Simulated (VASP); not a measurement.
```yaml
crystal:
  lattice:
    - [1.23415, 0.71254, 8.21946]
    - [-1.23415, 0.71254, 8.21946]
    - [0.00000, -1.42507, 8.21946]
  atoms:
    - { symbol: C, position: [0.91285, 0.91285, 0.91285] }
    - { symbol: C, position: [0.08715, 0.08715, 0.08715] }
    - { symbol: C, position: [0.24619, 0.24619, 0.24619] }
    - { symbol: C, position: [0.75381, 0.75381, 0.75381] }
```

The numbers are results of modified Becke-Johnson potential (mBJ), VASP's PBE PAW potentials (set 64) (plane waves; VASP 6.6.1), not measurements. Numerical set-up: 500 eV cut-off, 8×8×8 Γ-centred mesh, Gaussian smearing of 0.050 eV, potentials C.

mBJ is a potential without an energy functional, so only the levels count.

**Question.** Give the energies of bands 4 to 10 at the high-symmetry points, in eV from the valence-band maximum.

**Answer.** 
```json
[
 {"band": "4", "Γ": "-7.44", "T": "-7.60", "H2": "-14.11", "L": "-14.46", "S0": "-14.16", "F": "-14.46"},
 {"band": "5", "Γ": "-4.46", "T": "-4.46", "H2": "-11.43", "L": "-7.64", "S0": "-11.44", "F": "-7.64"},
 {"band": "6", "Γ": "-4.46", "T": "-4.46", "H2": "-11.42", "L": "-7.64", "S0": "-11.43", "F": "-7.64"},
 {"band": "7", "Γ": "-4.46", "T": "-4.46", "H2": "-0.16", "L": "-2.52", "S0": "-0.09", "F": "-2.47"},
 {"band": "8", "Γ": "-4.46", "T": "-4.46", "H2": "0.00", "L": "-2.24", "S0": "0.00", "F": "-2.29"},
 {"band": "9", "Γ": "5.02", "T": "6.34", "H2": "0.09", "L": "1.69", "S0": "0.09", "F": "1.76"},
 {"band": "10", "Γ": "8.22", "T": "6.60", "H2": "0.34", "L": "2.07", "S0": "0.27", "F": "2.00"}
]
```

The gap is direct, 0.09 eV, from the valence maximum at S0 to the conduction minimum at S0.

The structure comes from a computed database's C entry (R-3m); how it stands against other phases isn't given here. It was relaxed first. The cell's shape comes from a PBE relaxation.
